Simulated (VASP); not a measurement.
Here is the system:

```
Pt
1.0
    0.00000     1.97214     1.97214
    1.97214     0.00000     1.97214
    1.97214     1.97214     0.00000
Pt
1
Direct
  0.00000   0.00000   0.00000
```

These are TPSS meta-GGA, VASP's PBE PAW potentials (set 64) (plane waves; VASP) values and carry that method's errors. Settings: 520 eV cut-off, 18×18×18 Γ-centred mesh, tetrahedra with Blöchl corrections, potentials Pt.

**Question.** Give the energies of bands 1 to 6 at the high-symmetry points, in eV from the Fermi level.

**Answer.** 
```
band      Γ      X      U      L      W
----  -----  -----  -----  -----  -----
1     -9.97  -6.95  -6.12  -7.12  -5.56
2     -3.66  -6.44  -5.34  -3.75  -4.41
3     -3.66  -0.01  -2.75  -3.75  -4.41
4     -3.66   0.51  -1.29  -0.39  -1.95
5     -1.60   0.51  -0.14   0.05   0.51
6     -1.60   1.90   5.83   0.05   7.18
```

It has no gap at this level: it comes out as a metal or semimetal.

The compound is Pt in the fcc structure. It was relaxed first.
